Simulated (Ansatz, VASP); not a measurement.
# PtS2 in two plane-wave programs, part 2 of 2

Aim: how closely do two programs agree when they are given the same cell, functional and k mesh? The cell is taken from a series of runs on this material, whose earlier steps may have relaxed, scaled, displaced or heated it; both programs get it as it stands.

VASP 6.6.1 and Ansatz 0.2.0.

So far: The starting structure; VASP: single point, PBE; Ansatz: single point, PBE; Differences; Further runs.

## Step 6: Ansatz: single point, PBE, spin-orbit coupling, pair 2

Level of this step: Ansatz beside VASP: Kohn-Sham DFT, plane waves, PBE, spin-orbit coupling (Ansatz).

With cell and atoms fixed, the geometry can't cause a difference; cores, projectors, grids and the points listed under the comparison can.

The cell is taken from a series of runs on this material, whose earlier steps may have relaxed, scaled, displaced or heated it; both programs get it as it stands.

input.yaml

```yaml
crystal:
  lattice:
    - [3.5482051191, 0.0, 0.0]
    - [-1.7741025596, 3.072835771, 0.0]
    - [0.0, 0.0, 38.4]
  atoms:
    - { symbol: Pt, position: [0.0, 0.0, 0.4332705896] }
    - { symbol: S, position: [0.3333333333, 0.6666666667, 0.4651733962] }
    - { symbol: S, position: [0.6666666667, 0.3333333333, 0.4009256785] }
    - { symbol: Pt, position: [0.3333333333, 0.6666666667, 0.5667712409] }
    - { symbol: S, position: [0.0, 0.0, 0.5990743215] }
    - { symbol: S, position: [0.6666666667, 0.3333333333, 0.53471209] }
  periodic: [true, true, false]
kpoints:
  mp_grid: { grid: [6, 6, 1] }
  band_path:
    path:
      - [0.0, 0.0, 0.0]
      - [0.5, 0.0, 0.0]
      - [0.3333333333, 0.3333333333, 0.0]
      - [0.0666666667, 0.0666666667, 0.0]
      - [0.25, 0.0, 0.0]
      - [0.2, 0.0, 0.0]
    npoints: 1
hamiltonian:
  xc: pbe
  pseudopotentials: { kind: paw_fr, azcp: { folder: soft_1 } }
scf:
  occupations: { method: fermi_dirac, width: 0.02 }
  n_extra_bands: 12
magnetization:
  noncollinear: true
  spin_orbit: true
output:
  eigenvalues: true
  forces: true
  stress: true
```

Command:

```
ansatz run input.yaml --threads 4 --pin off --max-ram 17510MiB --backend cpu --events-out ev --progress --plain --runs-dir out
```

Numbers of over 12 decimals in the logs are rounded to 6 here.

The program printed:

```text
[...]
non-collinear run that drives no moment, with spin-orbit: no starting moment large enough to seed its density (crystal.atoms[].spin), no starting occupations that ask for one, no magnetisation constraint and no magnetic field, so the semilocal B_xc is pinned to zero
Crystal: 6 atoms, lattice volume = 418.677 Å³
[...]
k-point 1: bands = [... 56 lower, -6.3590, -6.3260, -5.7928, -5.7922, -4.3333, -4.2999, -4.1259, -4.0955, ... 8 higher]
  k-point 2: bands = [... 56 lower, -6.8860, -6.8718, -6.5384, -6.5108, -4.3816, -4.3707, -3.8005, -3.7976, ... 8 higher]
  k-point 6: bands = [... 56 lower, -7.0294, -6.9261, -6.8719, -6.8652, -4.4947, -4.4102, -4.3093, -4.2074, ... 8 higher]
[key lines of the parts left out:]
SCF converged after 13 iterations
Magnetization: |M| = 0.0000 μB,  M = (+0.0000, +0.0000, +0.0000) μB
Free energy (F): -28729.201898 eV
Fermi energy:    -5.129599 eV
P = ½ c Tr σ = 3.1722 N/m
```

## Step 7: VASP: single point, PBE, spin-orbit coupling, pair 2

The same cell, functional, mesh and smearing now go to VASP, with its own data sets.

INCAR

```
SYSTEM = PtS2
PREC = Accurate
ENCUT = 400
EDIFF = 1E-06
NELM = 200
ISMEAR = -1
SIGMA = 0.02
LREAL = .FALSE.
ALGO = Normal
GGA = PE
LNONCOLLINEAR = .TRUE.
MAGMOM = 0 0 0 0 0 0 0 0 0 0 0 0 0 0 0 0 0 0
NBANDS = 56
GGA_COMPAT = .FALSE.
LASPH = .TRUE.
LSORBIT = .TRUE.
LMAXMIX = 4
LORBIT = 11
LWAVE = .FALSE.
LCHARG = .FALSE.
ISIF = 2
LDIPOL = .TRUE.
IDIPOL = 3
DIPOL = 0.5 0.5 0.5
LVHAR = .TRUE.
EFERMI = MIDGAP
NELMDL = -8
KPAR = 2
```

POSCAR

```
PtS2
1.0
    3.5482051191      0.0000000000      0.0000000000
   -1.7741025596      3.0728357710      0.0000000000
    0.0000000000      0.0000000000     38.4000000000
Pt S
2 4
Direct
    0.0000000000      0.0000000000      0.4332705896
    0.3333333333      0.6666666667      0.5667712409
    0.3333333333      0.6666666667      0.4651733962
    0.6666666667      0.3333333333      0.4009256785
    0.0000000000      0.0000000000      0.5990743215
    0.6666666667      0.3333333333      0.5347120900
```

KPOINTS

```
Automatic mesh
0
Gamma
6 6 1
0 0 0
```

Potentials, in the order of the species: Pt and S (PBE family, release 64).

Command:

```
mpirun -np 2 vasp_ncl
```

The program printed:

```text
[... set-up lines as in an earlier step ...]
 entering main loop
       N       E                     dE             d eps       ncg     rms          rms(c)
DAV:   1     0.340757896740E+03    0.34076E+03   -0.13669E+04  1160   0.971E+02
DAV:   2     0.123240685650E+02   -0.32843E+03   -0.31482E+03  1640   0.218E+02
DAV:   3    -0.329674274073E+02   -0.45291E+02   -0.44556E+02  1344   0.883E+01
DAV:   4    -0.343737253300E+02   -0.14063E+01   -0.13900E+01  1440   0.178E+01
[...]
DAV:  22    -0.316011283153E+02   -0.14169E-05   -0.57608E-08   744   0.104E-03    0.612E-04
DAV:  23    -0.316011294964E+02   -0.11811E-05   -0.24870E-08   712   0.700E-04    0.167E-04
DAV:  24    -0.316011303904E+02   -0.89396E-06   -0.20536E-08   712   0.461E-04
   1 F= -.31601130E+02 E0= -.31601130E+02  d E =-.231838E-14  mag=    -0.0000     0.0000    -0.0000
```

From OUTCAR (step 7):

```text
  Total        1.8891837      1.8891837      1.3470135     -0.0000000      0.0000000     -0.0000000
  in kB        7.2294538      7.2294538      5.1546983     -0.0000000      0.0000000     -0.0000000
  external PRESSURE =       6.5378687 kB  Pullay stress =       0.0000000 kB

 POSITION                                       TOTAL-FORCE (eV/Angst)
 -----------------------------------------------------------------------------------
      0.00000      0.00000     16.63759         0.000000     -0.000000     -0.113543
     -0.00000      2.04856     21.76402         0.000000     -0.000000      0.105663
     -0.00000      2.04856     17.86266         0.000000     -0.000000     -0.049695
      1.77410      1.02428     15.39555        -0.000000      0.000000     -0.090759
      0.00000      0.00000     23.00445         0.000000      0.000000      0.093516
      1.77410      1.02428     20.53294        -0.000000      0.000000      0.054818
 -----------------------------------------------------------------------------------
    total drift:                               -0.000000      0.000000     -0.000184

  FREE ENERGIE OF THE ION-ELECTRON SYSTEM (eV)
  ---------------------------------------------------
  free  energy   TOTEN  =       -31.6011303904 eV

  energy  without entropy=      -31.6011303904  energy(sigma->0) =      -31.60113039

 magnetization (x)
# of ion       s       p       d       tot
------------------------------------------
    1        0.000  -0.000  -0.000  -0.000
    2        0.000   0.000   0.000   0.000
    3       -0.000   0.000   0.000   0.000
    4        0.000   0.000   0.000   0.000
    5        0.000   0.000   0.000   0.000
    6        0.000  -0.000   0.000  -0.000
--------------------------------------------------
tot         -0.000   0.000   0.000   0.000

 magnetization (y)
# of ion       s       p       d       tot
------------------------------------------
    1        0.000   0.000   0.000   0.000
    2        0.000   0.000   0.000   0.000
    3        0.000   0.000   0.000   0.000
    4        0.000   0.000   0.000   0.000
    5        0.000   0.000   0.000   0.000
    6        0.000   0.000   0.000   0.000
--------------------------------------------------
tot          0.000   0.000   0.000   0.000

 magnetization (z)
# of ion       s       p       d       tot
------------------------------------------
    1        0.000   0.000   0.000   0.000
    2        0.000  -0.000   0.000   0.000
    3        0.000  -0.000   0.000  -0.000
    4        0.000   0.000   0.000   0.000
    5        0.000  -0.000   0.000  -0.000
    6        0.000   0.000   0.000   0.000
--------------------------------------------------
tot          0.000  -0.000   0.000  -0.000

[... 1 part as in an earlier step ...]

[... 2 further parts left out ...]
[key lines of the parts left out:]
E-fermi :  -1.9279
```

## Step 8: Differences

What differs besides the data sets and the points named for the pairs above, as far as they apply: spin-orbit coupling enters by fully relativistic files in Ansatz and inside the spheres in VASP; the data sets hold 60 valence electrons in Ansatz (on its PAW fully relativistic soft_1 files) and 44 in VASP. Total energies have different zeros and are not compared.

The two programs side by side:

```csv
quantity,Ansatz,VASP,difference
gap on the k mesh (eV),1.298,1.297,+0.001
```

Forces (eV/Å; atoms numbered as in POSCAR):

| atom | Ansatz x, y, z | VASP x, y, z |
| --- | --- | --- |
| Pt1 | 0.000, 0.000, -0.110 | 0.000, 0.000, -0.114 |
| Pt2 | 0.000, 0.000, 0.104 | 0.000, 0.000, 0.106 |
| S3 | 0.000, 0.000, -0.028 | 0.000, 0.000, -0.050 |
| S4 | 0.000, 0.000, -0.115 | 0.000, 0.000, -0.091 |
| S5 | 0.000, 0.000, 0.117 | 0.000, 0.000, 0.094 |
| S6 | 0.000, 0.000, 0.032 | 0.000, 0.000, 0.055 |

The forces differ by 11 meV/Å r.m.s., which is 21.5 % of the r.m.s. force of 0.051 eV/Å (both taken over all components). A gap on the mesh is an upper bound, since the band edges may lie between its points. Where the cell holds vacuum, a pressure given here is an average over it and none of the material.

## Step 9: Ansatz: single point, PBE, spin-orbit coupling, pair 3

With cell and atoms fixed, the geometry can't cause a difference; cores, projectors, grids and the points listed under the comparison can.

The cell is taken from a series of runs on this material, whose earlier steps may have relaxed, scaled, displaced or heated it; both programs get it as it stands.

input.yaml, the sections that differ from step 6:

```yaml
crystal:
  lattice:
    - [3.5482056439, 0.0, 0.0]
    - [-1.774102822, 3.0728362255, 0.0]
    - [0.0, 0.0, 38.4]
  atoms:
    - { symbol: Pt, position: [0.0, 0.0, 0.4332289893] }
    - { symbol: S, position: [0.3333333333, 0.6666666667, 0.4652881175] }
    - { symbol: S, position: [0.6666666667, 0.3333333333, 0.400925921] }
    - { symbol: Pt, position: [0.6666666667, 0.3333333333, 0.5667291691] }
    - { symbol: S, position: [0.3333333333, 0.6666666667, 0.599074079] }
    - { symbol: S, position: [0.0, 0.0, 0.5348263954] }
  periodic: [true, true, false]
output:
  eigenvalues: true
  forces: true
  stress: true
  write_density: true
  write_potential: true
  elf: true
  volumetric_format: npy
# kpoints, hamiltonian, scf, magnetization: as in step 6
```

Command:

```
ansatz run input.yaml --threads 4 --pin off --max-ram 17510MiB --backend cpu --events-out ev --progress --plain --runs-dir out
```

The program printed:

```text
[...]
Crystal: 6 atoms, lattice volume = 418.677 Å³
Basis set: ecut = 420 eV, 8067 PW (Γ), exchange–correlation on 48×48×540 points (8 copies of the dense FFT grid, shifted against one another)
Bands: 72, of which v1, the nominal top of the filled ones, is band 60 counted from 1 (59 counted from 0)
Symmetry: 6 space group operations + 6 with time reversal
[...]
k-point 1: bands = [... 56 lower, -6.3589, -6.3260, -5.7928, -5.7922, -4.3333, -4.2999, -4.1259, -4.0954, ... 8 higher]
  k-point 2: bands = [... 56 lower, -6.8860, -6.8718, -6.5384, -6.5108, -4.3816, -4.3707, -3.8005, -3.7976, ... 8 higher]
  k-point 6: bands = [... 56 lower, -7.0293, -6.9261, -6.8719, -6.8652, -4.4947, -4.4101, -4.3093, -4.2074, ... 8 higher]
[key lines of the parts left out:]
SCF converged after 13 iterations
Magnetization: |M| = 0.0000 μB,  M = (+0.0000, +0.0000, +0.0000) μB
Free energy (F): -28729.201894 eV
Fermi energy:    -5.129578 eV
P = ½ c Tr σ = 3.1723 N/m
```

## Step 10: VASP: single point, PBE, spin-orbit coupling, pair 3

The same cell, functional, mesh and smearing now go to VASP, with its own data sets.

INCAR is that of step 7.

POSCAR

```
PtS2
1.0
    3.5482056439      0.0000000000      0.0000000000
   -1.7741028220      3.0728362255      0.0000000000
    0.0000000000      0.0000000000     38.4000000000
Pt S
2 4
Direct
    0.0000000000      0.0000000000      0.4332289893
    0.6666666667      0.3333333333      0.5667291691
    0.3333333333      0.6666666667      0.4652881175
    0.6666666667      0.3333333333      0.4009259210
    0.3333333333      0.6666666667      0.5990740790
    0.0000000000      0.0000000000      0.5348263954
```

KPOINTS is that of step 7.

Command:

```
mpirun -np 2 vasp_ncl
```

The program printed:

```text
[... set-up lines as in an earlier step ...]
 entering main loop
       N       E                     dE             d eps       ncg     rms          rms(c)
DAV:   1     0.340618888478E+03    0.34062E+03   -0.13664E+04  1160   0.971E+02
DAV:   2     0.131146219238E+02   -0.32750E+03   -0.31335E+03  1608   0.218E+02
DAV:   3    -0.329146781143E+02   -0.46029E+02   -0.45226E+02  1336   0.892E+01
DAV:   4    -0.343724196234E+02   -0.14577E+01   -0.14374E+01  1456   0.180E+01
[...]
DAV:  22    -0.316011243359E+02   -0.14189E-05   -0.57728E-08   744   0.104E-03    0.611E-04
DAV:  23    -0.316011255168E+02   -0.11808E-05   -0.24872E-08   712   0.700E-04    0.168E-04
DAV:  24    -0.316011264124E+02   -0.89564E-06   -0.20583E-08   712   0.461E-04
   1 F= -.31601126E+02 E0= -.31601126E+02  d E =-.231849E-14  mag=    -0.0000     0.0000    -0.0000
```

OUTCAR, selected parts (step 10):

```text
  Total        1.8891955      1.8891955      1.3470678     -0.0000000      0.0000000     -0.0000000
  in kB        7.2294967      7.2294967      5.1549044     -0.0000000      0.0000000     -0.0000000
  external PRESSURE =       6.5379660 kB  Pullay stress =       0.0000000 kB

 POSITION                                       TOTAL-FORCE (eV/Angst)
 -----------------------------------------------------------------------------------
      0.00000      0.00000     16.63599        -0.000000      0.000000     -0.105669
      1.77410      1.02428     21.76240        -0.000000      0.000000      0.113554
     -0.00000      2.04856     17.86706         0.000000     -0.000000     -0.054818
      1.77410      1.02428     15.39556         0.000000      0.000000     -0.093520
     -0.00000      2.04856     23.00444        -0.000000     -0.000000      0.090758
      0.00000      0.00000     20.53733         0.000000      0.000000      0.049694
 -----------------------------------------------------------------------------------
    total drift:                                0.000000     -0.000000      0.000184

  FREE ENERGIE OF THE ION-ELECTRON SYSTEM (eV)
  ---------------------------------------------------
  free  energy   TOTEN  =       -31.6011264124 eV

  energy  without entropy=      -31.6011264124  energy(sigma->0) =      -31.60112641

 magnetization (x)
# of ion       s       p       d       tot
------------------------------------------
    1        0.000   0.000   0.000   0.000
    2        0.000   0.000  -0.000  -0.000
    3        0.000   0.000   0.000   0.000
    4        0.000   0.000   0.000   0.000
    5        0.000   0.000   0.000   0.000
    6        0.000   0.000   0.000   0.000
--------------------------------------------------
tot          0.000   0.000  -0.000   0.000

 magnetization (z)
# of ion       s       p       d       tot
------------------------------------------
    1        0.000  -0.000  -0.000  -0.000
    2       -0.000  -0.000   0.000   0.000
    3        0.000  -0.000   0.000  -0.000
    4        0.000  -0.000   0.000  -0.000
    5       -0.000   0.000   0.000   0.000
    6       -0.000  -0.000   0.000  -0.000
--------------------------------------------------
tot         -0.000  -0.000   0.000  -0.000

[... 2 parts as in an earlier step ...]

[... 2 further parts left out ...]
[key lines of the parts left out:]
E-fermi :  -1.9279
```

## Step 11: Comparison

What differs besides the data sets and the points named for the pairs above, as far as they apply: the data sets hold 60 valence electrons in Ansatz (on its PAW fully relativistic soft_1 files) and 44 in VASP. Total energies have different zeros and are not compared.

Both answers:

```
              quantity  Ansatz   VASP  difference
gap on the k mesh (eV)   1.298  1.297      +0.001
```

Forces (eV/Å; atoms numbered as in POSCAR):

```csv
atom,"Ansatz x, y, z","VASP x, y, z"
Pt1,"0.000, 0.000, -0.104","0.000, 0.000, -0.106"
Pt2,"0.000, 0.000, 0.110","0.000, 0.000, 0.114"
S3,"0.000, 0.000, -0.032","0.000, 0.000, -0.055"
S4,"0.000, 0.000, -0.117","0.000, 0.000, -0.094"
S5,"0.000, 0.000, 0.115","0.000, 0.000, 0.091"
S6,"0.000, 0.000, 0.028","0.000, 0.000, 0.050"
```

The forces differ by 11 meV/Å r.m.s., which is 21.5 % of the r.m.s. force of 0.051 eV/Å (both taken over all components). A gap on the mesh is an upper bound, since the band edges may lie between its points. Where the cell holds vacuum, a pressure given here is an average over it and none of the material.

## Step 12: Outcome

```json
{
  "r.m.s. force difference (single point, PBE)": "18 meV/Å",
  "r.m.s. force difference (single point, PBE, spin-orbit coupling, pair 2)": "11 meV/Å",
  "r.m.s. force difference (single point, PBE, spin-orbit coupling, pair 3)": "11 meV/Å"
}
```

The r.m.s. force difference is 18 meV/Å (single point, PBE), beyond the 12 meV/Å picked in this series as the mark of a large difference. The data sets hold unlike numbers of valence electrons (60 in Ansatz and 44 in VASP), so part of the differences may come from the potentials. Single point, PBE, VASP with the data sets Pt_sv_GW and S and a cutoff of 430 eV: r.m.s. force difference goes from 18 to 6.0 meV/Å. 5 further pairs of this series are not shown here. Such differences can come from data sets, numerical settings and the points named under the comparisons, not from the functional's error against experiment.

[Lines on the potential files, build, host, timing and source positions are cut from VASP's logs without a mark.]

[Logs are printed without paths, hosts, clocks, repeated set-up lines and the standing remarks that a program may print on its own settings, such as how far it seeks lower states.]

[Hosts, paths, dates, database ids (printed as entryN), source tags and the programs' standing remarks are cut or masked in the printed files.]
